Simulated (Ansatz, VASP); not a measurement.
# Cross-check of Al (Al(210)) between VASP and Ansatz

One calculation is typed for both programs; each brings its own data sets. How far apart do they land? Of the first pair: The structure shown is the start of the Ansatz relaxation below; VASP solves that cell, so the two are compared at the walk's first step.

Method: plane waves, with VASP 6.6.1 beside it; PBE with D3(BJ), in Ansatz 0.2.0.

### 1. The structure

The cell holds 10 atoms: 10 Al. Its edges and angles: a = 4.050 Å, b = 4.960 Å, c = 25.150 Å, α = 90.0°, β = 90.0°, γ = 114.1°. Vacuum lies along c.

### 2. Ansatz: relaxation, PBE with D3(BJ)

Ansatz runs on its default PAW (the set named soft_2) files.

The two programs are compared at the cell with which this relaxation starts, whose forces are those of its first step.

The input, input.yaml:

```yaml
crystal:
  lattice:
    - [4.05, 0.0, 0.0]
    - [-2.025, 4.52803765, 0.0]
    - [0.0, 0.0, 25.150467778]
  atoms:
    - { symbol: Al, position: [0.1, 0.2, 0.337965881] }
    - { symbol: Al, position: [0.8, 0.6, 0.373973463] }
    - { symbol: Al, position: [0.5, 0.0, 0.409981045] }
    - { symbol: Al, position: [0.2, 0.4, 0.445988627] }
    - { symbol: Al, position: [0.9, 0.8, 0.481996209] }
    - { symbol: Al, position: [0.6, 0.2, 0.518003791] }
    - { symbol: Al, position: [0.3, 0.6, 0.554011373] }
    - { symbol: Al, position: [0.0, 0.0, 0.590018955] }
    - { symbol: Al, position: [0.7, 0.4, 0.626026537] }
    - { symbol: Al, position: [0.4, 0.8, 0.662034119] }
kpoints:
  mp_grid: { grid: [8, 6, 1] }
hamiltonian:
  xc: pbe
  dispersion: d3bj
scf:
  occupations: { method: fermi_dirac, width: 0.1 }
  convergence: { dr2_threshold: 1.0e-08 }
efield:
  axis: 3
  dipole_correction: true
  ramp_position: 0.97
  ramp_width: 0.06
relax:
  f_tol: 0.015
  max_steps: 90
  constraints: [{ sites: [0, 1, 2] }]
output:
  write_potential: true
  write_density: true
  volumetric_format: npy
```

Command:

```
$ ansatz run input.yaml --threads 2 --pin off --max-ram 3072MiB --backend cpu --events-out ev --progress --plain --runs-dir out
```

Numbers of over 12 decimals in the logs are rounded to 6 here.

Log:

```text
Warning: crystal.symmetry: narrowed to the stabiliser of the k-point mesh — unitary ops 2 → 1; excluded 1 operation that carries a point of the 8×6×1 mesh (shift [0, 0, 0]) off the mesh (the run samples exactly the mesh kpoints.mp_grid names, as under crystal.symmetry.detect: false, and its converged state has the mesh's symmetry, not the crystal's; ε∞, the Born charges and the force constants of a linear response (`dielectric:` by the response, `phonons.method: dfpt`) are averaged over those of the crystal's operations that the state keeps within a tolerance, where `mesh_tensors`, `unaveraged_element` or `gamma_mean_max_change_ev_ang2` stands beside them; [rest of the remark cut]
Engine: ansatz 0.2.0, aarch64-unknown-linux-gnu
Pseudopotentials: kind: paw
Pseudopotential: Al, paw, valence charge 3, recommended cutoff 420 eV (normal), Al.paw.azcp
Functional definition: PBE
  parameter kappa = 0.804
  parameter beta = 0.066725
  exchange = pbe_x(kappa = kappa, mu = beta*pi^2/3)
  correlation = pbe_c(beta = beta)
Crystal: 10 atoms, lattice volume = 461.223 Å³
Basis set: ecut = 420 eV, 9049 PW (Γ), exchange–correlation on 60×72×360 points (8 copies of the dense FFT grid, shifted against one another)
Bands: 25, of which v1, the nominal top of the filled ones, is band 15 counted from 1 (14 counted from 0)
Symmetry: 1 space group operations
k-points: 26 of 48 (time reversal used)
Non-local potential: Al, projectors of the file, l = 0: 2, l = 1: 2, l = 2: 1
PAW form: soft (Blöchl's): semilocal exchange-correlation on the pseudo side does not see the compensation charge
PAW one-centre angular grid: Al, 110 points (default); XC on 64 Gauss nodes
Initial density: superposition of atomic densities (neutral atoms: chi_scale 0, normalization atom), corrected by the library's trained network
Initial wavefunctions: pseudopotential atomic-orbital guess
Functional: x = pbe(κ = 0.804, μ = 0.219515), c = pbe(β = 0.066725)
SCF iter   1: F=—  HF=-5375.111959 eV  |F-HF|=—  |Δ(HF+E_count)|=         —  Δρ=1.00e-3  dr2=3.42e-2  ethr=1.77e-3  p=0.000 e·Å  D=3.36e-15 V/Å  ΔV_dip=-0.00 eV  dr2_dipole=2.24e-10  V_vac-E_F(+/−)=4.02/4.02 eV  ⟨swp⟩=10.0  Hψ=4447  notcnv=0  defer=1
efield: sawtooth ramp at fractional position 0.9700 (set: `efield.ramp_position`, or a place that a band, a saddle search or an elastic batch's reference lends), width 0.0600; the density the first Hamiltonian is built on has a dipole p = 0.000 e·Å; the dipole correction subtracts the counter field D = 3.36e-15 V/Å, which shifts the + side's vacuum level by -0.00 eV against the − side's; the planar-averaged density in the ramp window peaks in size at 4.8e-6 e/Å³
preconditioner: auto → LDOS  [metal: Δε(μ)=0.031 eV  Ē_g=6.083 eV  σ=0.100 eV  W_gap=0.08  n_scr=42 (ndim 8)  ℏωp=9.5 eV  f_vac=0.508  D(μ)=4.50/eV (n_scr^D=10)  β→1.0]
SCF iter   2: F=—  HF=-5375.110778 eV  |F-HF|=—  |Δ(HF+E_count)|=   1.18e-3  Δρ=3.60e-4  dr2=1.06e-3  ethr=1.14e-4  p=-0.000 e·Å  D=-3.36e-6 V/Å  ΔV_dip=0.00 eV  dr2_dipole=2.24e-10  V_vac-E_F(+/−)=4.22/4.22 eV  ⟨swp⟩=2.1  Hψ=1126  notcnv=0  defer=2
SCF iter   3: F=—  HF=-5375.111072 eV  |F-HF|=—  |Δ(HF+E_count)|=   2.94e-4  Δρ=8.18e-5  dr2=1.18e-4  ethr=3.52e-6  p=-0.000 e·Å  D=-4.76e-6 V/Å  ΔV_dip=0.00 eV  dr2_dipole=4.16e-10  V_vac-E_F(+/−)=4.23/4.23 eV  ⟨swp⟩=2.3  Hψ=1104  notcnv=0  defer=2
SCF iter   4: F=—  HF=-5375.111079 eV  |F-HF|=—  |Δ(HF+E_count)|=   6.84e-6  Δρ=2.13e-5  dr2=1.06e-5  ethr=3.92e-7  p=0.000 e·Å  D=1.44e-6 V/Å  ΔV_dip=-0.00 eV  dr2_dipole=7.21e-12  V_vac-E_F(+/−)=4.24/4.24 eV  ⟨swp⟩=2.6  Hψ=1088  notcnv=0  defer=2
SCF iter   5: F=—  HF=-5375.111086 eV  |F-HF|=—  |Δ(HF+E_count)|=   7.48e-6  Δρ=6.02e-6  dr2=6.18e-7  ethr=3.52e-8  p=-0.000 e·Å  D=-1.33e-6 V/Å  ΔV_dip=0.00 eV  dr2_dipole=3.10e-11  V_vac-E_F(+/−)=4.24/4.24 eV  ⟨swp⟩=2.5  Hψ=1043  notcnv=0  defer=2
SCF iter   6: F=—  HF=-5375.111065 eV  |F-HF|=—  |Δ(HF+E_count)|=   2.17e-5  Δρ=1.16e-6  dr2=3.28e-8  ethr=2.06e-9  p=0.000 e·Å  D=3.98e-7 V/Å  ΔV_dip=-0.00 eV  dr2_dipole=1.23e-11  V_vac-E_F(+/−)=4.24/4.24 eV  ⟨swp⟩=2.4  Hψ=1044  notcnv=0  defer=2
SCF iter   7: F=-5375.111065 eV  HF=-5375.111065 eV  |F-HF|=2.97e-9  |Δ(HF+E_count)|=   1.67e-8  Δρ=2.69e-7  dr2=8.91e-10  ethr=3.33e-11  p=-0.000 e·Å  D=-1.38e-7 V/Å  ΔV_dip=0.00 eV  dr2_dipole=2.56e-12  V_vac-E_F(+/−)=4.24/4.24 eV  ⟨swp⟩=10.1  Hψ=4341  notcnv=0
SCF 1 converged in 7 iterations: F = -5375.111065 eV  dr2 = 8.91e-10
  greatest PAW one-centre occupation: 0.505 electrons in one spin orbital (limit 2), on the Al atom at site 9 (counted from 0), in its partial waves of l = 0
[...]
SCF iter   6: F=—  HF=-5375.178324 eV  |F-HF|=—  |Δ(HF+E_count)|=   3.11e-7  Δρ=1.63e-6  dr2=2.27e-8  ethr=1.65e-9  p=0.002 e·Å  D=6.88e-4 V/Å  ΔV_dip=-0.02 eV  dr2_dipole=8.13e-11  V_vac-E_F(+/−)=4.23/4.25 eV  ⟨swp⟩=2.3  Hψ=1059  notcnv=0  defer=4
SCF iter   7: F=-5375.178324 eV  HF=-5375.178324 eV  |F-HF|=6.25e-9  |Δ(HF+E_count)|=   3.06e-8  Δρ=4.58e-7  dr2=2.78e-9  ethr=3.33e-11  p=0.002 e·Å  D=6.87e-4 V/Å  ΔV_dip=-0.02 eV  dr2_dipole=3.35e-10  V_vac-E_F(+/−)=4.23/4.25 eV  ⟨swp⟩=9.7  Hψ=4238  notcnv=0
SCF 3 converged in 7 iterations: F = -5375.178324 eV  dr2 = 2.78e-9
relax step   3: F+E_penalty+E_count = -5375.17832359 eV  Δ(F+E_penalty+E_count) = -1.399e-2 eV  max|allowed force component| = 3.733e-2 eV/Å  Δτ_max = 0.1864 Å  (7 SCF iters, accepted)
[...]
relax step   4: F+E_penalty+E_count = -5375.17926645 eV  Δ(F+E_penalty+E_count) = -9.429e-4 eV  max|allowed force component| = 1.570e-2 eV/Å  Δτ_max = 0.0239 Å  (6 SCF iters, accepted)
[...]
relax step   5: F+E_penalty+E_count = -5375.17934292 eV  Δ(F+E_penalty+E_count) = -7.647e-5 eV  max|allowed force component| = 1.648e-3 eV/Å  Δτ_max = 0.0092 Å  (5 SCF iters, accepted)
NSCF: frozen V_eff on 26 k-points
the band table was solved once a step of the walk had ended and its energy, with any forces and stress, was formed, with the checks that follow a solve (4369 applications of the Hamiltonian). They found nothing against the state; the energy, forces and stress were not computed again (output.eigenvalues in the input reference)
SCF converged after 5 iterations
Free energy (F): -5375.179343 eV
Harris-Foulkes:  -5375.179343 eV  (|F-HF|=3.94e-9)
Internal energy: -5375.046068 eV  (E = F + TS)
E sigma→0 (E₀):  -5375.112706 eV
Entropy (-TS):   -0.133275 eV (-13.327 meV/atom)
Fermi energy:    0.178538 eV
Dipole field:    D = 0.000505 V/Å  (p = 0.001287 e·Å, saw-weighted, corrected)
Work function:   Φ+ = 4.2349 eV   Φ− = 4.2476 eV
Levels:          The Fermi level and band energies are counted from a zero that moves with the ramp; work functions are not
--- Per-component energies (eV) ---
  E_band       = -118.507152
  E_kinetic    = 216.932386
  E_local      = -7515.951403  (includes V_loc(G=0)·N_el)
  E_nonlocal   = 105.313999
  E_hartree    = 3696.246249
  E_xc         = -390.846028
  E_vxc        = -280.763796  (∫ρ·V_xc dr)
  E_paw        = -4673.203602  (= ΣΔE_a)
  E_vpaw       = -36.530986  (= ΣTr[D̂ρ^β])
  E_aug_tail   = -0.000021  (compensation charges beyond the density's cutoff)
  E_efield     = 0.000000  (sawtooth field / dipole correction)
  E_vefield    = 0.000813  (∫n·V_field dr)
  E_ewald      = 3188.951530
  E_disp       = -2.489178  (pairwise vdW)
  E_smearing   = -0.133275  (= −TS)
  E_closure    = -0.000000  (closes the sum)
  Σ components = -5375.179343   (vs F -5375.179343, Δ=0.00e0)
--- Forces (eV/Å), atoms counted from 1 ---
  atom   1  Al    -0.01707146     0.09109515     0.29383823
  atom   2  Al     0.00666041     0.01865079    -0.25325207
  atom   3  Al     0.00955959    -0.11022847    -0.03960268
  atom   4  Al     0.00006255     0.00028923    -0.00100892
  atom   5  Al     0.00007648     0.00070033     0.00127916
  atom   6  Al     0.00009213    -0.00164836     0.00112784
  atom   7  Al    -0.00000275     0.00134562    -0.00157706
  atom   8  Al     0.00027898     0.00011326    -0.00028949
  atom   9  Al     0.00016513    -0.00108779     0.00109967
  atom  10  Al     0.00017877     0.00076951    -0.00161261
  max |Σ_I F_I| component: 2.08e-6 eV/Å
--- Band table (eV; the first three rows and the last of 26) ---
  k-point 0: bands = [... 11 lower, -0.8000, -0.5809, -0.1790, 0.2534, 0.3706, 0.5603, 0.7432, 1.4280, ... 6 higher]
  k-point 1: bands = [... 11 lower, -0.5984, -0.4029, -0.1619, 0.4154, 0.4640, 0.9266, 1.0192, 1.7195, ... 6 higher]
  k-point 2: bands = [... 11 lower, -0.8897, -0.3546, 0.2902, 0.5546, 0.7799, 1.7858, 1.9328, 2.0928, ... 6 higher]
  k-point 25: bands = [... 11 lower, -2.6987, -1.5824, -1.0629, -0.5726, -0.1022, 0.5357, 1.1222, 1.4487, ... 6 higher]
--- Relaxed structure (5 steps of the walk, 5 accepted, 0 SCFs on fresh bases) ---
  F+E_penalty+E_count = -5375.17934292 eV   max|allowed force component| = 1.648e-3 eV/Å
  atoms:
    - { symbol: Al, position: [0.1, 0.2, 0.337965881] }
    - { symbol: Al, position: [0.8, 0.6, 0.373973463] }
    - { symbol: Al, position: [0.5, 0.0, 0.409981045] }
    - { symbol: Al, position: [0.196244, 0.391766, 0.444787] }
    - { symbol: Al, position: [0.890552, 0.778901, 0.480485] }
    - { symbol: Al, position: [0.586614, 0.170605, 0.516114] }
    - { symbol: Al, position: [0.279063, 0.554349, 0.550007] }
    - { symbol: Al, position: [-0.020339, -0.046016, 0.586228] }
    - { symbol: Al, position: [0.673973, 0.342455, 0.625938] }
    - { symbol: Al, position: [0.372016, 0.735598, 0.653209] }
```

The column dr2 measures how far the density is from self-consistency, as an energy; F and HF (Harris–Foulkes) agree once it is small.

(Part 1 of 3 ends here.)

[Lines on the potential files, build, host, timing and source positions are cut from VASP's logs without a mark.]

[Logs are printed without paths, hosts, clocks, repeated set-up lines and the standing remarks that a program may print on its own settings, such as how far it seeks lower states.]

[Hosts, paths, dates, database ids (printed as entryN), source tags and the programs' standing remarks are cut or masked in the printed files.]
